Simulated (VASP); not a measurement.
Consider the following.

```
CELL_PARAMETERS angstrom
     -2.43105     2.43105     3.59306
      2.43105    -2.43105     3.59306
      2.43105     2.43105    -3.59306
ATOMIC_POSITIONS crystal
  Na 0.00000 0.00000 0.00000
  Cd 0.75000 0.25000 0.50000
  Cd 0.25000 0.75000 0.50000
  Cd 0.50000 0.50000 0.00000
```

The numbers are results of PBEsol GGA with spin-orbit coupling, VASP's PBE PAW potentials (set 64) (plane waves; VASP), not measurements. Numerical set-up: 400 eV cut-off, 8×8×8 Γ-centred mesh, Gaussian smearing of 0.050 eV, potentials Na_pv Cd.

**Question.** Give the energies of bands 37 to 49 at the high-symmetry points, in eV from the Fermi level.

**Answer.** 
```
band      Γ      X      P      N      M      S      R
----  -----  -----  -----  -----  -----  -----  -----
37    -7.96  -4.40  -3.92  -5.43  -4.78  -4.39  -3.95
38    -7.96  -4.40  -3.92  -5.43  -4.78  -4.39  -3.95
39     1.52  -4.18  -3.64  -4.97  -4.39  -4.27  -3.77
40     1.52  -4.18  -3.64  -4.97  -4.39  -4.27  -3.77
41     1.80  -1.37  -3.61   0.83  -1.15  -3.32  -3.69
42     1.80  -1.37  -3.61   0.83  -1.15  -3.32  -3.69
43     2.10  -1.26  -2.12   1.23  -1.07  -0.47  -2.11
44     2.10  -1.26  -2.12   1.23  -1.07  -0.47  -2.11
45     2.26  -1.17   2.76   1.24  -0.77   0.87   2.71
46     2.26  -1.17   2.76   1.24  -0.77   0.87   2.71
47     2.84   1.77   2.79   2.60   2.12   4.39   3.85
48     2.84   1.77   2.79   2.60   2.12   4.39   3.85
49     3.24   7.12   3.94   2.84   7.71   5.70   4.22
```

It has no gap at this level: it comes out as a metal or semimetal.

The structure comes from a computed database's NaCd3 entry (I4/mmm); how it stands against other phases isn't given here. It was relaxed first.
